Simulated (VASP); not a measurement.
Data:

```yaml
crystal:
  lattice:
    - [3.02658, 0.00000, 0.00000]
    - [-1.51329, 2.62109, 0.00000]
    - [0.00000, 0.00000, 4.89691]
  atoms:
    - { symbol: Zn, position: [0.33333, 0.66667, 0.99850] }
    - { symbol: Zn, position: [0.66667, 0.33333, 0.49850] }
    - { symbol: O, position: [0.33333, 0.66667, 0.37650] }
    - { symbol: O, position: [0.66667, 0.33333, 0.87650] }
```

Level of theory: PBEsol GGA, VASP's PBE PAW potentials (set 64) (plane waves; VASP). Numerical set-up: 620 eV cut-off, 8×8×5 Γ-centred mesh, Gaussian smearing of 0.050 eV, potentials Zn O.

Q: What does the run give for the energy per atom (σ→0), pressure?

A: 
```
Quantity                       Result
---------------------  --------------
energy per atom (σ→0)  -4.600 eV/atom
pressure                    44.82 GPa
```

The structure was generated: ZnO was put into the wurtzite type (P6_3mc), which need not be its known phase. It was relaxed first under an external pressure of 45 GPa.
